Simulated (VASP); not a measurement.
These are PBE GGA, VASP's PBE PAW potentials (set 64) (plane waves; VASP) values and carry that method's errors.

Input for VASP

INCAR:
```
SYSTEM  =  C31NSi31
PREC  =  Normal; ENCUT  =  400; LREAL  =  Auto
LASPH  =  T; ISYM  =  0
EDIFF  =  1E-5; NELM  =  100; NELMIN  =  4
ALGO  =  Fast
ISMEAR  =  0; SIGMA  =  0.05
GGA  =  PE
ISPIN  =  2; MAGMOM  =  63*0.0159; NUPDOWN  =  1
IBRION  =  2; NSW  =  70; ISIF  =  2
EDIFFG  =  -0.03
LWAVE  =  T; LCHARG  =  F; LORBIT  =  10
```

### POSCAR
```
C31NSi31
1.0
  8.7583314357   0.0000000000   0.0000000000
  0.0000000000   8.7583314357   0.0000000000
  0.0000000000   0.0000000000   8.7583314357
Si C N
31 31 1
Direct
  0.4951410000   0.0032100000  -0.0007060000
  0.7500130000   0.2450920000  -0.0026560000
  0.7486350000  -0.0049780000   0.2475700000
  0.0000000000   0.0000000000   0.0000000000
  0.2546920000   0.2457930000   0.0002680000
  0.4966150000   0.4998940000  -0.0014630000
  0.7500000000   0.7500000000   0.0000000000
  0.2518050000  -0.0014870000   0.2495310000
  0.7491570000   0.5015410000   0.2502630000
  0.5024010000   0.0002790000   0.5022500000
  0.7478080000   0.2510620000   0.4969620000
  0.7500000000   0.0000000000   0.7500000000
  0.0000000000   0.5000000000   0.0000000000
  0.2500000000   0.7500000000   0.0000000000
  0.0000000000   0.2500000000   0.2500000000
  0.2543080000   0.4974380000   0.2497220000
  0.5000000000   0.7500000000   0.2500000000
  0.0000000000   0.0000000000   0.5000000000
  0.2449030000   0.2504750000   0.5012360000
  0.4969090000   0.5018250000   0.4957850000
  0.7500000000   0.7500000000   0.5000000000
  0.2500000000   0.0000000000   0.7500000000
  0.5000000000   0.2500000000   0.7500000000
  0.7500000000   0.5000000000   0.7500000000
  0.0000000000   0.7500000000   0.2500000000
  0.0000000000   0.5000000000   0.5000000000
  0.2500000000   0.7500000000   0.5000000000
  0.0000000000   0.2500000000   0.7500000000
  0.2500000000   0.5000000000   0.7500000000
  0.5000000000   0.7500000000   0.7500000000
  0.0000000000   0.7500000000   0.7500000000
  0.6275630000   0.1304820000   0.1254410000
  0.8750000000   0.3750000000   0.1250000000
  0.8750000000   0.1250000000   0.3750000000
  0.1250000000   0.1250000000   0.1250000000
  0.3778720000   0.3769380000   0.1246300000
  0.6250000000   0.6250000000   0.1250000000
  0.8750000000   0.8750000000   0.1250000000
  0.3775150000   0.1240020000   0.3796610000
  0.8750000000   0.6250000000   0.3750000000
  0.6250000000   0.1250000000   0.6250000000
  0.8750000000   0.3750000000   0.6250000000
  0.8750000000   0.1250000000   0.8750000000
  0.1250000000   0.6250000000   0.1250000000
  0.3750000000   0.8750000000   0.1250000000
  0.1250000000   0.3750000000   0.3750000000
  0.3750000000   0.6250000000   0.3750000000
  0.6250000000   0.8750000000   0.3750000000
  0.1250000000   0.1250000000   0.6250000000
  0.3750000000   0.3750000000   0.6250000000
  0.6250000000   0.6250000000   0.6250000000
  0.8750000000   0.8750000000   0.6250000000
  0.3750000000   0.1250000000   0.8750000000
  0.6250000000   0.3750000000   0.8750000000
  0.8750000000   0.6250000000   0.8750000000
  0.1250000000   0.8750000000   0.3750000000
  0.1250000000   0.6250000000   0.6250000000
  0.3750000000   0.8750000000   0.6250000000
  0.1250000000   0.3750000000   0.8750000000
  0.3750000000   0.6250000000   0.8750000000
  0.6250000000   0.8750000000   0.8750000000
  0.1250000000   0.8750000000   0.8750000000
  0.6213350000   0.3777650000   0.3741100000
```

File KPOINTS:
```
Automatic mesh
0
Gamma
1 1 1
0 0 0
```

POTCAR, in this order: Si C N (PBE.64 set). Program: vasp_gam.

The run wrote:

File OSZICAR:
```
...
RMM:   3    -0.467402166429E+03    0.78402E-03   -0.46019E-02   646   0.505E-01    0.323E-01
RMM:   4    -0.467402091943E+03    0.74486E-04   -0.12223E-02   642   0.249E-01    0.204E-01
RMM:   5    -0.467402478301E+03   -0.38636E-03   -0.27102E-03   687   0.117E-01    0.115E-01
RMM:   6    -0.467402510502E+03   -0.32201E-04   -0.56306E-04   669   0.558E-02    0.546E-02
RMM:   7    -0.467402535614E+03   -0.25113E-04   -0.13301E-04   640   0.270E-02    0.166E-02
RMM:   8    -0.467402536122E+03   -0.50744E-06   -0.44139E-05   475   0.138E-02
   3 F= -.46740254E+03 E0= -.46740254E+03  d E =-.965041E+00  mag=     1.0000
       N       E                     dE             d eps       ncg     rms          rms(c)
DAV:   1    -0.467648713102E+03   -0.24618E+00   -0.77113E+01   672   0.213E+01    0.210E+00
RMM:   2    -0.467707040691E+03   -0.58328E-01   -0.11335E+00   640   0.254E+00    0.971E-01
RMM:   3    -0.467698415197E+03    0.86255E-02   -0.18319E-01   642   0.992E-01    0.551E-01
RMM:   4    -0.467702752671E+03   -0.43375E-02   -0.56993E-02   650   0.505E-01    0.300E-01
RMM:   5    -0.467703889334E+03   -0.11367E-02   -0.93858E-03   687   0.213E-01    0.172E-01
RMM:   6    -0.467703828320E+03    0.61013E-04   -0.20634E-03   659   0.987E-02    0.888E-02
RMM:   7    -0.467703881097E+03   -0.52777E-04   -0.52207E-04   664   0.515E-02    0.314E-02
RMM:   8    -0.467703881679E+03   -0.58150E-06   -0.16341E-04   630   0.266E-02    0.184E-02
RMM:   9    -0.467703885907E+03   -0.42284E-05   -0.41757E-05   467   0.139E-02
   4 F= -.46770389E+03 E0= -.46770389E+03  d E =-.301350E+00  mag=     1.0000
       N       E                     dE             d eps       ncg     rms          rms(c)
DAV:   1    -0.467705652653E+03   -0.17710E-02   -0.66211E-01   760   0.198E+00    0.196E-01
RMM:   2    -0.467706092848E+03   -0.44019E-03   -0.92949E-03   640   0.231E-01    0.895E-02
RMM:   3    -0.467706030452E+03    0.62396E-04   -0.16297E-03   640   0.928E-02    0.552E-02
RMM:   4    -0.467706079840E+03   -0.49388E-04   -0.49064E-04   648   0.467E-02    0.338E-02
RMM:   5    -0.467706088167E+03   -0.83270E-05   -0.81387E-05   572   0.205E-02
   5 F= -.46770609E+03 E0= -.46770609E+03  d E =-.303552E+00  mag=     1.0000
       N       E                     dE             d eps       ncg     rms          rms(c)
DAV:   1    -0.467790790624E+03   -0.84711E-01   -0.33086E+01   672   0.139E+01    0.140E+00
RMM:   2    -0.467828796743E+03   -0.38006E-01   -0.53490E-01   640   0.179E+00    0.681E-01
RMM:   3    -0.467828414259E+03    0.38248E-03   -0.85049E-02   642   0.702E-01    0.411E-01
RMM:   4    -0.467829804965E+03   -0.13907E-02   -0.23800E-02   650   0.351E-01    0.220E-01
RMM:   5    -0.467830505343E+03   -0.70038E-03   -0.53173E-03   700   0.154E-01    0.118E-01
RMM:   6    -0.467830566626E+03   -0.61283E-04   -0.83670E-04   684   0.673E-02    0.609E-02
RMM:   7    -0.467830589049E+03   -0.22423E-04   -0.22001E-04   648   0.340E-02    0.153E-02
RMM:   8    -0.467830594480E+03   -0.54307E-05   -0.48005E-05   499   0.165E-02
   6 F= -.46783059E+03 E0= -.46783059E+03  d E =-.124506E+00  mag=     1.0000
       N       E                     dE             d eps       ncg     rms          rms(c)
DAV:   1    -0.467830610291E+03   -0.21242E-04   -0.68376E-03   768   0.201E-01    0.217E-02
RMM:   2    -0.467830616549E+03   -0.62579E-05   -0.10775E-04   630   0.255E-02    0.102E-02
RMM:   3    -0.467830616118E+03    0.43037E-06   -0.17151E-05   393   0.998E-03    0.655E-03
RMM:   4    -0.467830616204E+03   -0.85729E-07   -0.34209E-06   381   0.451E-03
   7 F= -.46783062E+03 E0= -.46783062E+03  d E =-.124528E+00  mag=     1.0000
       N       E                     dE             d eps       ncg     rms          rms(c)
DAV:   1    -0.467860491549E+03   -0.29875E-01   -0.84202E+00   656   0.743E+00    0.777E-01
RMM:   2    -0.467866135715E+03   -0.56442E-02   -0.13652E-01   640   0.925E-01    0.351E-01
RMM:   3    -0.467865029803E+03    0.11059E-02   -0.23592E-02   640   0.373E-01    0.193E-01
RMM:   4    -0.467865565607E+03   -0.53580E-03   -0.59263E-03   647   0.181E-01    0.111E-01
RMM:   5    -0.467865755033E+03   -0.18943E-03   -0.12781E-03   691   0.802E-02    0.607E-02
RMM:   6    -0.467865766173E+03   -0.11140E-04   -0.23198E-04   665   0.363E-02    0.298E-02
RMM:   7    -0.467865773009E+03   -0.68360E-05   -0.61255E-05   571   0.177E-02
   8 F= -.46786577E+03 E0= -.46786577E+03  d E =-.351568E-01  mag=     1.0000
       N       E                     dE             d eps       ncg     rms          rms(c)
DAV:   1    -0.467865776048E+03   -0.98749E-05   -0.44932E-04   712   0.539E-02    0.780E-03
RMM:   2    -0.467865777017E+03   -0.96949E-06   -0.11861E-05   385   0.865E-03    0.413E-03
RMM:   3    -0.467865777242E+03   -0.22445E-06   -0.21890E-06   379   0.364E-03    0.265E-03
RMM:   4    -0.467865777334E+03   -0.91663E-07   -0.36846E-07   211   0.190E-03
   9 F= -.46786578E+03 E0= -.46786578E+03  d E =-.351611E-01  mag=     1.0000
       N       E                     dE             d eps       ncg     rms          rms(c)
DAV:   1    -0.467873477289E+03   -0.77000E-02   -0.20682E+00   656   0.375E+00    0.408E-01
RMM:   2    -0.467875556669E+03   -0.20794E-02   -0.41688E-02   640   0.514E-01    0.191E-01
RMM:   3    -0.467875270587E+03    0.28608E-03   -0.67890E-03   641   0.198E-01    0.108E-01
RMM:   4    -0.467875271631E+03   -0.10445E-05   -0.19189E-03   647   0.985E-02    0.624E-02
RMM:   5    -0.467875357196E+03   -0.85565E-04   -0.41973E-04   687   0.459E-02    0.316E-02
RMM:   6    -0.467875360237E+03   -0.30413E-05   -0.66912E-05   551   0.196E-02
  10 F= -.46787536E+03 E0= -.46787536E+03  d E =-.958290E-02  mag=     1.0000
       N       E                     dE             d eps       ncg     rms          rms(c)
DAV:   1    -0.467875503230E+03   -0.14603E-03   -0.28271E-02   752   0.440E-01    0.474E-02
RMM:   2    -0.467875532738E+03   -0.29508E-04   -0.55763E-04   640   0.595E-02    0.222E-02
RMM:   3    -0.467875528955E+03    0.37830E-05   -0.84404E-05   632   0.226E-02    0.131E-02
RMM:   4    -0.467875528118E+03    0.83732E-06   -0.22394E-05   405   0.111E-02
  11 F= -.46787553E+03 E0= -.46787553E+03  d E =-.975078E-02  mag=     1.0000
       N       E                     dE             d eps       ncg     rms          rms(c)
DAV:   1    -0.467877376472E+03   -0.18475E-02   -0.47998E-01   688   0.182E+00    0.189E-01
RMM:   2    -0.467877434869E+03   -0.58397E-04   -0.73961E-03   640   0.215E-01    0.812E-02
RMM:   3    -0.467877312781E+03    0.12209E-03   -0.14491E-03   640   0.877E-02    0.396E-02
RMM:   4    -0.467877336476E+03   -0.23695E-04   -0.34072E-04   653   0.420E-02    0.250E-02
RMM:   5    -0.467877348049E+03   -0.11573E-04   -0.66438E-05   547   0.187E-02    0.136E-02
RMM:   6    -0.467877348233E+03   -0.18370E-06   -0.12443E-05   390   0.827E-03
  12 F= -.46787735E+03 E0= -.46787735E+03  d E =-.182011E-02  mag=     1.0000
       N       E                     dE             d eps       ncg     rms          rms(c)
DAV:   1    -0.467877401303E+03   -0.53254E-04   -0.10310E-02   728   0.268E-01    0.274E-02
RMM:   2    -0.467877403027E+03   -0.17235E-05   -0.15334E-04   640   0.312E-02    0.119E-02
RMM:   3    -0.467877400097E+03    0.29296E-05   -0.28560E-05   420   0.126E-02    0.609E-03
RMM:   4    -0.467877400453E+03   -0.35646E-06   -0.56262E-06   378   0.580E-03
  13 F= -.46787740E+03 E0= -.46787740E+03  d E =-.187234E-02  mag=     1.0000
       N       E                     dE             d eps       ncg     rms          rms(c)
DAV:   1    -0.467877807718E+03   -0.40762E-03   -0.71349E-02   688   0.708E-01    0.762E-02
RMM:   2    -0.467877868904E+03   -0.61186E-04   -0.13380E-03   640   0.919E-02    0.348E-02
RMM:   3    -0.467877857847E+03    0.11057E-04   -0.23037E-04   643   0.360E-02    0.188E-02
RMM:   4    -0.467877858340E+03   -0.49315E-06   -0.64044E-05   584   0.180E-02
  14 F= -.46787786E+03 E0= -.46787786E+03  d E =-.457887E-03  mag=     1.0000
```

### OUTCAR
```
------------------------ aborting loop because EDIFF is reached ----------------------------------------
  FORCE on cell =-STRESS in cart. coord.  units (eV):
  Direction    XX          YY          ZZ          XY          YZ          ZX
  --------------------------------------------------------------------------------------
  Total       -2.7731246     -4.9567722     -2.7496644      4.1411439      4.0907417      2.2359519
  in kB       -6.6132637    -11.8207604     -6.5573164      9.8756746      9.7554771      5.3322305
  external PRESSURE =      -8.3304468 kB  Pullay stress =       0.0000000 kB
  volume of cell :      671.84
      direct lattice vectors                 reciprocal lattice vectors
     8.758331436  0.000000000  0.000000000     0.114176999  0.000000000  0.000000000
     0.000000000  8.758331436  0.000000000     0.000000000  0.114176999  0.000000000
     0.000000000  0.000000000  8.758331436     0.000000000  0.000000000  0.114176999
  FREE ENERGIE OF THE ION-ELECTRON SYSTEM (eV)
  ---------------------------------------------------
  free  energy   TOTEN  =      -467.8778583400 eV

  energy  without entropy=     -467.8778583400  energy(sigma->0) =     -467.87785834

 total charge

# of ion       s       p       d       tot
------------------------------------------
    1        0.700   0.977   0.000   1.677
    2        0.700   0.977   0.000   1.677
    3        0.700   0.973   0.000   1.673
    4        0.699   0.965   0.000   1.664
    5        0.700   0.978   0.000   1.678
    6        0.700   0.974   0.000   1.674
    7        0.699   0.958   0.000   1.657
    8        0.700   0.977   0.000   1.677
    9        0.691   0.946   0.000   1.637
   10        0.700   0.973   0.000   1.673
   11        0.691   0.946   0.000   1.637
   12        0.698   0.958   0.000   1.656
   13        0.699   0.959   0.000   1.657
   14        0.699   0.965   0.000   1.664
   15        0.699   0.964   0.000   1.663
   16        0.700   0.973   0.000   1.674
   17        0.699   0.964   0.000   1.663
   18        0.698   0.958   0.000   1.656
   19        0.700   0.977   0.000   1.677
   20        0.691   0.946   0.000   1.637
   21        0.699   0.966   0.000   1.665
   22        0.699   0.965   0.000   1.664
   23        0.699   0.965   0.000   1.663
   24        0.699   0.967   0.000   1.666
   25        0.704   0.971   0.000   1.675
   26        0.699   0.966   0.000   1.666
   27        0.699   0.958   0.000   1.657
   28        0.704   0.974   0.000   1.679
   29        0.699   0.958   0.000   1.657
   30        0.704   0.971   0.000   1.675
   31        0.698   0.964   0.000   1.662
   32        0.866   1.616   0.000   2.481
   33        0.830   1.710   0.000   2.540
   34        0.830   1.710   0.000   2.541
   35        0.831   1.718   0.000   2.550
   36        0.871   1.592   0.000   2.463
   37        0.830   1.711   0.000   2.541
   38        0.836   1.699   0.000   2.535
   39        0.866   1.616   0.000   2.482
   40        0.834   1.720   0.000   2.554
   41        0.830   1.711   0.000   2.541
   42        0.834   1.721   0.000   2.555
   43        0.835   1.709   0.000   2.544
   44        0.836   1.697   0.000   2.534
   45        0.831   1.718   0.000   2.549
   46        0.832   1.719   0.000   2.551
   47        0.830   1.710   0.000   2.541
   48        0.831   1.719   0.000   2.550
   49        0.835   1.709   0.000   2.544
   50        0.830   1.710   0.000   2.541
   51        0.834   1.720   0.000   2.554
   52        0.831   1.716   0.000   2.547
   53        0.831   1.718   0.000   2.550
   54        0.832   1.719   0.000   2.551
   55        0.831   1.716   0.000   2.547
   56        0.833   1.703   0.000   2.537
   57        0.831   1.716   0.000   2.547
   58        0.836   1.699   0.000   2.535
   59        0.834   1.702   0.000   2.536
   60        0.836   1.697   0.000   2.533
   61        0.833   1.703   0.000   2.537
   62        0.831   1.716   0.000   2.547
   63        1.232   2.591   0.000   3.823
--------------------------------------------------
tot         48.815  85.266   0.000 134.081

 magnetization (x)

# of ion       s       p       d       tot
------------------------------------------
    1       -0.002  -0.005   0.000  -0.008
    2       -0.002  -0.005   0.000  -0.007
    3       -0.002  -0.007   0.000  -0.009
    4       -0.000  -0.001   0.000  -0.001
    5        0.002   0.004   0.000   0.006
    6        0.002   0.006   0.000   0.008
    7       -0.000  -0.001   0.000  -0.001
    8       -0.002  -0.005   0.000  -0.008
    9        0.000   0.001   0.000   0.001
   10       -0.002  -0.007   0.000  -0.009
   11       -0.000  -0.001   0.000  -0.001
   12       -0.000  -0.001   0.000  -0.001
   13        0.000   0.001   0.000   0.001
   14        0.000   0.000   0.000   0.000
   15       -0.000   0.000   0.000  -0.000
   16        0.002   0.006   0.000   0.008
   17       -0.000   0.000   0.000   0.000
   18       -0.000  -0.001   0.000  -0.001
...
```
(Selected blocks of OUTCAR.)

CONTCAR:
```
C31NSi31
   1.00000000000000
     8.7583314357000006    0.0000000000000000    0.0000000000000000
     0.0000000000000000    8.7583314357000006    0.0000000000000000
     0.0000000000000000    0.0000000000000000    8.7583314357000006
  Si              C               N
    31    31     1
Direct
     0.4980966823749678    0.9994196590595245    0.9988386011463050
     0.7498157532091260    0.2510128380042374    0.9996655185296166
     0.7487344761213716    0.0011864036520724    0.2513005437762222
     0.9992030727325727    0.9996061055723838    0.9993425208627277
     0.2488017514929556    0.2472806759740456    0.9986366618612701
     0.5025057363503923    0.4986915027011855    0.0004510729895209
     0.7498084908742187    0.7493695022416261    0.0007305912701708
     0.2489440015035505    0.9993458470972936    0.2482125208049614
     0.7488087732890643    0.4986672905845586    0.2550212608678347
     0.5014922517952594    0.0010237481644914    0.4988951138805560
     0.7489401648383883    0.2552461291213848    0.4988499468361791
     0.7499994794857174    0.0009748188428252    0.7492660175881504
     0.9992820473750950    0.4998459676637317    0.0008050065532962
     0.2498179525427043    0.7493645279426054    0.9998036739121759
     0.9997766957736723    0.2500968270928196    0.2498629801434484
     0.2506443869224173    0.4986437892068914    0.2522710107486738
     0.4999859686290913    0.7501309686928248    0.2498451906154253
     0.9991499081481592    0.0009434026034619    0.4998962870454540
     0.2497082594628488    0.2509021540640399    0.4998825617054465
     0.5050170389406035    0.4986712633925309    0.4987610319799406
     0.7503521185046127    0.7504176946708754    0.5002643717388381
     0.2492725839260316    0.9995199319683686    0.7490141490751904
     0.4999801246082691    0.2501376238712631    0.7496314945798347
     0.7506246075058528    0.5006892831075331    0.7499434204944696
     0.9994159839179818    0.7494999107867548    0.2505960074839831
     0.0001800902260139    0.5005964705098381    0.5004693553391761
     0.2507717056826616    0.7492873683134240    0.4996976650980685
     0.9994089523227691    0.2503256592485281    0.7494166044956612
     0.2508539212438486    0.4998654885408713    0.7492649617264384
     0.5006895717498435    0.7495199866602273    0.7493902170043598
     0.0000274185070597    0.7500452683167165    0.7499214132636353
     0.6379114809821447    0.1108822618939736    0.1093710921545894
     0.8726227634044165    0.3752587053538895    0.1274320593781610
     0.8726300252177341    0.1278233473479157    0.3751222855250037
     0.1239517050775055    0.1242154372705522    0.1241639573681547
     0.3604396626175112    0.3870963392968019    0.1101362990085009
     0.6252253897812879    0.6226385891644329    0.1276930154915973
     0.8750502472832925    0.8742583430464939    0.1247150646534406
     0.3594283445799272    0.1106389098049752    0.3882667510843598
     0.8754384428158253    0.6256595688770846    0.3755558517080905
     0.6252993802199931    0.1277872053649888    0.6226447001322097
     0.8756788685829658    0.3759128261181390    0.6255341532341808
     0.8755675990876999    0.1251415929699739    0.8738520292219445
     0.1245707450304209    0.6249150191870754    0.1248877375109668
     0.3743282236512148    0.8745025956366371    0.1243258153696055
     0.1247783064815377    0.3752736191489745    0.3755585384911339
     0.3777927655957005    0.6226255761422322    0.3750430669916225
     0.6252677663755168    0.8752506846882374    0.3750998756998362
     0.1236760656104963    0.1250731825495710    0.6255330165552664
     0.3774408466415671    0.3752545491575277    0.6226140082709792
     0.6256406233583190    0.6257288630722092    0.6253275756382145
     0.8748635327270818    0.8755747861647702    0.6248765714594492
     0.3741658403448919    0.1241995061279213    0.8736796205918240
     0.6257227058546262    0.3753616698264842    0.8745172616193732
     0.8750134004387947    0.6251231094669010    0.8755298936584500
     0.1237245789641873    0.8737660755510172    0.3750644992105129
     0.1256180674064478    0.6250694749260873    0.6249172778067507
     0.3747686518455861    0.8741453541937002    0.6250251865466436
     0.1239048674571112    0.3753153787828053    0.8738914599791652
     0.3749486304732336    0.6249831444475957    0.8745363799260150
     0.6250898978490068    0.8738305357772005    0.8737741504783816
     0.1247971529433179    0.8745439198134795    0.8747705975389510
     0.6412054512435148    0.3911527211614152    0.3911964342795886
```

At this cut-off the stress carries a Pulay error, which pulls relaxed volumes low. The supercell is sampled at Γ alone, which is coarse: total energies, pressure and levels can be off, energies of defects by several tenths of an eV.

The cell is a supercell with a defect, built from SiC (zinc blende): N_C-vac_Si.
